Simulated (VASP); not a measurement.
These are PBE GGA, VASP's PBE PAW potentials (set 64) (plane waves; VASP) values and carry that method's errors.

The input files of a VASP run:

KPOINTS_OPT:
```
k-points along high-symmetry lines
10
Line-mode
Reciprocal
  0.000000   0.000000   0.000000 ! GAMMA
  0.500000   0.000000   0.500000 ! X

  0.500000   0.000000   0.500000 ! X
  0.625000   0.250000   0.625000 ! U

  0.375000   0.375000   0.750000 ! K
  0.000000   0.000000   0.000000 ! GAMMA

  0.000000   0.000000   0.000000 ! GAMMA
  0.500000   0.500000   0.500000 ! L

  0.500000   0.500000   0.500000 ! L
  0.500000   0.250000   0.750000 ! W

  0.500000   0.250000   0.750000 ! W
  0.500000   0.000000   0.500000 ! X
```

**KPOINTS**
```
Automatic mesh
0
Gamma
14 14 14
0 0 0
```

File POSCAR:
```
NiSi2
1
    0.0000000000     2.7363780000     2.7363780000
    2.7363780000     0.0000000000     2.7363780000
    2.7363780000     2.7363780000     0.0000000000
Si Ni
2 1
Direct
  0.2500000000   0.2500000000   0.2500000000
  0.7500000000   0.7500000000   0.7500000000
  0.0000000000   0.0000000000   0.0000000000
```

**INCAR**
```
SYSTEM  =  NiSi2
PREC  =  Accurate; ENCUT  =  300; LREAL  =  .FALSE.
LASPH  =  .TRUE.
EDIFF  =  1E-6; NELM  =  100; ALGO  =  Normal
LMAXMIX  =  4
ISMEAR  =  -1; SIGMA  =  0.05
GGA  =  PE
ISIF  =  2
LWAVE  =  .FALSE.; LCHARG  =  .FALSE.
```

POTCAR, in this order: Si Ni (PBE.64 set). Program: vasp_std.

Q: What will the output report for the number of irreducible k-points (NKPTS), largest plane-wave count, number of space-group operations, FFT grid (NGX, NGY, NGZ)?

A: 
- number of irreducible k-points (NKPTS) = 104
- largest plane-wave count = 531
- number of space-group operations = 48
- FFT grid (NGX, NGY, NGZ) = 24 × 24 × 24

The structure is a typed NiSi2 crystal. The cell was not relaxed at this level. The run is not spin-polarised, so no magnetic state was tried.
